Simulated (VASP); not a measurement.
OSZICAR of a VASP run on Zr (hcp):

File OSZICAR:
```
       N       E                     dE             d eps       ncg     rms          rms(c)
DAV:   1     0.212134785658E+03    0.21213E+03   -0.13537E+04  2688   0.146E+03
DAV:   2    -0.379769101584E+01   -0.21593E+03   -0.21402E+03  3480   0.410E+02
DAV:   3    -0.173797220655E+02   -0.13582E+02   -0.13526E+02  5008   0.770E+01
DAV:   4    -0.176460170810E+02   -0.26630E+00   -0.26622E+00  2960   0.117E+01
DAV:   5    -0.176541409414E+02   -0.81239E-02   -0.81237E-02  4280   0.136E+00    0.155E+01
DAV:   6    -0.171029195614E+02    0.55122E+00   -0.87880E-01  2784   0.849E+00    0.630E+00
DAV:   7    -0.169990193091E+02    0.10390E+00   -0.60506E-01  3936   0.612E+00    0.113E+00
DAV:   8    -0.170054384895E+02   -0.64192E-02   -0.38772E-02  3456   0.172E+00    0.287E-01
DAV:   9    -0.170057041168E+02   -0.26563E-03   -0.16792E-03  3392   0.444E-01    0.369E-02
DAV:  10    -0.170056594033E+02    0.44714E-04   -0.42705E-05  3856   0.463E-02    0.223E-02
DAV:  11    -0.170056611732E+02   -0.17698E-05   -0.10433E-05  2960   0.419E-02    0.375E-03
DAV:  12    -0.170056609895E+02    0.18363E-06   -0.30222E-07  2032   0.447E-03
   1 F= -.14224439E+02 E0= -.14224252E+02  d E =-.142244E+02
       N       E                     dE             d eps       ncg     rms          rms(c)
DAV:   1    -0.188648567054E+02   -0.18592E+01   -0.71807E+01  3256   0.890E+01    0.170E+01
DAV:   2    -0.169532234275E+02    0.19116E+01   -0.54110E+00  2872   0.227E+01    0.457E+00
DAV:   3    -0.166008865139E+02    0.35234E+00   -0.22697E+00  3968   0.115E+01    0.314E+00
DAV:   4    -0.166631439166E+02   -0.62257E-01   -0.18516E-01  3640   0.191E+00    0.125E+00
DAV:   5    -0.167056025935E+02   -0.42459E-01   -0.16401E-01  4000   0.228E+00    0.403E-01
DAV:   6    -0.167049718592E+02    0.63073E-03   -0.55292E-03  3872   0.593E-01    0.155E-01
DAV:   7    -0.167051188845E+02   -0.14703E-03   -0.49117E-04  3664   0.239E-01    0.247E-02
DAV:   8    -0.167051119223E+02    0.69621E-05   -0.12027E-05  3520   0.354E-02    0.582E-03
DAV:   9    -0.167051174880E+02   -0.55656E-05   -0.63749E-06  3088   0.151E-02    0.476E-04
DAV:  10    -0.167051174892E+02   -0.12487E-08   -0.20737E-07  1640   0.412E-03
   2 F= -.14197124E+02 E0= -.14197667E+02  d E =0.273151E-01
       N       E                     dE             d eps       ncg     rms          rms(c)
DAV:   1    -0.175520276842E+02   -0.84691E+00   -0.23022E+01  3016   0.520E+01    0.822E+00
DAV:   2    -0.170364387960E+02    0.51559E+00   -0.23100E+00  3304   0.142E+01    0.301E+00
DAV:   3    -0.168829892913E+02    0.15345E+00   -0.80483E-01  3960   0.711E+00    0.153E+00
DAV:   4    -0.169024335441E+02   -0.19444E-01   -0.75361E-02  3296   0.142E+00    0.646E-01
DAV:   5    -0.169178870027E+02   -0.15453E-01   -0.45133E-02  4040   0.124E+00    0.333E-01
DAV:   6    -0.169184156243E+02   -0.52862E-03   -0.21812E-03  3120   0.374E-01    0.731E-02
DAV:   7    -0.169184743456E+02   -0.58721E-04   -0.10157E-04  3568   0.787E-02    0.363E-02
DAV:   8    -0.169184842484E+02   -0.99028E-05   -0.26122E-05  3248   0.571E-02    0.703E-03
DAV:   9    -0.169184842023E+02    0.46040E-07   -0.11364E-06  1936   0.743E-03
   3 F= -.14255359E+02 E0= -.14255119E+02  d E =-.309197E-01
       N       E                     dE             d eps       ncg     rms          rms(c)
DAV:   1    -0.169163016612E+02    0.21826E-02   -0.50524E-03  3160   0.759E-01    0.128E-01
DAV:   2    -0.169161751804E+02    0.12648E-03   -0.46263E-04  3296   0.204E-01    0.413E-02
DAV:   3    -0.169161438701E+02    0.31310E-04   -0.16551E-04  3936   0.100E-01    0.235E-02
DAV:   4    -0.169161501673E+02   -0.62971E-05   -0.15445E-05  3032   0.189E-02    0.974E-03
DAV:   5    -0.169161561221E+02   -0.59549E-05   -0.11160E-05  4032   0.200E-02    0.407E-03
DAV:   6    -0.169161566081E+02   -0.48591E-06   -0.37540E-07  1584   0.559E-03
   4 F= -.14255358E+02 E0= -.14255122E+02  d E =-.309193E-01
       N       E                     dE             d eps       ncg     rms          rms(c)
DAV:   1    -0.169165199132E+02   -0.36379E-03   -0.26506E-02  2688   0.154E+00    0.114E-01
DAV:   2    -0.169162109588E+02    0.30895E-03   -0.78618E-04  3088   0.228E-01    0.539E-02
DAV:   3    -0.169161229323E+02    0.88027E-04   -0.34114E-04  3648   0.137E-01    0.903E-03
DAV:   4    -0.169161239289E+02   -0.99662E-06   -0.49708E-06  2768   0.223E-02
   5 F= -.14255444E+02 E0= -.14255205E+02  d E =-.859398E-04
       N       E                     dE             d eps       ncg     rms          rms(c)
DAV:   1    -0.169165947826E+02   -0.47185E-03   -0.39795E-02  2688   0.188E+00    0.141E-01
DAV:   2    -0.169161278896E+02    0.46689E-03   -0.11872E-03  3120   0.280E-01    0.661E-02
DAV:   3    -0.169159949101E+02    0.13298E-03   -0.51369E-04  3600   0.168E-01    0.110E-02
DAV:   4    -0.169159963411E+02   -0.14311E-05   -0.76152E-06  3024   0.273E-02    0.528E-03
DAV:   5    -0.169159965875E+02   -0.24634E-06   -0.47205E-07  1816   0.705E-03
   6 F= -.14255472E+02 E0= -.14255236E+02  d E =-.113083E-03
```

Q: Which electronic solver shows in the log?

A: It is blocked Davidson (ALGO = Normal, or the opening steps of other solvers). The INCAR had ALGO = Normal.

Q: Can the final energy be trusted as converged?

A: The calculation finished and met its thresholds. It stopped with EDIFF = 1E-6, NELM = 100, NSW = 40 and EDIFFG = -0.02 after 6 ionic steps (PBE GGA, plane waves, VASP's PBE PAW potentials (set 64)). Energy and stress use the plane-wave basis of the starting cell.

The compound is Zr in the hcp structure. This run relaxes it under an external pressure of 10 GPa. Symmetry was kept, so distortions that lower it aren't found.
